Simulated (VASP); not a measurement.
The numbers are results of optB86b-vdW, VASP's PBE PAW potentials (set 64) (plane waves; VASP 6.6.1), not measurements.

The input files of a VASP run:

File POSCAR:
```
LiF
2.847690
  0.0000000000   0.7071068112   0.7071068112
  0.7071068112   0.0000000000   0.7071068112
  0.7071068112   0.7071068112   0.0000000000
Li F
1 1
Cartesian
  0.7071068112   0.7071068112   1.4142136225
  0.7071068112   0.7071068112   0.7071068112
```

INCAR:
```
SYSTEM = LiF
PREC = Accurate; ENCUT = 520; LREAL = F
LASPH = T
EDIFF = 1E-7; NELM = 100; ALGO = Normal
ISMEAR = -5
GGA = MK; LUSE_VDW = T; AGGAC = 0.0
PARAM1 = 0.1234; PARAM2 = 1.0
ISIF = 2
LWAVE = F; LCHARG = T; LORBIT = 11
NEDOS = 601
```

KPOINTS:
```
kpoints
0
Gamma
13 13 13
```

POTCAR, in this order: Li_sv F (PBE.64 set). Program: vasp_std.

The run wrote:

### OSZICAR
```
       N       E                     dE             d eps       ncg     rms          rms(c)
DAV:   1     0.305808793272E+02    0.30581E+02   -0.56542E+03  1608   0.111E+03
DAV:   2    -0.663899930906E+01   -0.37220E+02   -0.36887E+02  1695   0.202E+02
DAV:   3    -0.747365422764E+01   -0.83465E+00   -0.83282E+00  2016   0.291E+01
DAV:   4    -0.748513700725E+01   -0.11483E-01   -0.11481E-01  1990   0.307E+00
DAV:   5    -0.748522296300E+01   -0.85956E-04   -0.85956E-04  1944   0.174E-01    0.448E+00
DAV:   6    -0.697378084114E+01    0.51144E+00   -0.27470E+00  1538   0.129E+01    0.141E+00
DAV:   7    -0.697744203506E+01   -0.36612E-02   -0.19111E-02  1976   0.158E+00    0.852E-01
DAV:   8    -0.698366278303E+01   -0.62207E-02   -0.16288E-02  2004   0.169E+00    0.101E-01
DAV:   9    -0.698376728102E+01   -0.10450E-03   -0.10315E-03  1671   0.355E-01    0.426E-02
DAV:  10    -0.698383661482E+01   -0.69334E-04   -0.15615E-04  1679   0.121E-01    0.865E-03
DAV:  11    -0.698383833469E+01   -0.17199E-05   -0.32552E-06  1980   0.238E-02    0.133E-03
DAV:  12    -0.698383866600E+01   -0.33132E-06   -0.69074E-07  1678   0.953E-03    0.130E-03
DAV:  13    -0.698383873208E+01   -0.66071E-07   -0.97341E-08  1574   0.324E-03
   1 F= -.69838387E+01 E0= -.69838387E+01  d E =0.000000E+00
```

File OUTCAR:
```
------------------------ aborting loop because EDIFF is reached ----------------------------------------
  FORCE on cell =-STRESS in cart. coord.  units (eV):
  Direction    XX          YY          ZZ          XY          YZ          ZX
  --------------------------------------------------------------------------------------
  Total       -0.0091586     -0.0091586     -0.0091586     -0.0000000      0.0000000      0.0000000
  in kB       -0.8986179     -0.8986179     -0.8986179     -0.0000000      0.0000000      0.0000000
  external PRESSURE =      -0.8986179 kB  Pullay stress =       0.0000000 kB
  volume of cell :       16.33
      direct lattice vectors                 reciprocal lattice vectors
     0.000000000  2.013620995  2.013620995    -0.248308893  0.248308893  0.248308893
     2.013620995  0.000000000  2.013620995     0.248308893 -0.248308893  0.248308893
     2.013620995  2.013620995  0.000000000     0.248308893  0.248308893 -0.248308893
  FREE ENERGIE OF THE ION-ELECTRON SYSTEM (eV)
  ---------------------------------------------------
  free  energy   TOTEN  =        -6.9838387321 eV

  energy  without entropy=       -6.9838387321  energy(sigma->0) =       -6.98383873

 total charge

# of ion       s       p       d       tot
------------------------------------------
    1        2.016   0.054   0.000   2.070
    2        1.724   4.408   0.000   6.132
--------------------------------------------------
tot          3.740   4.462   0.000   8.202
```
(Selected blocks of OUTCAR.)

The compound is LiF in the rock salt structure. It was relaxed first.
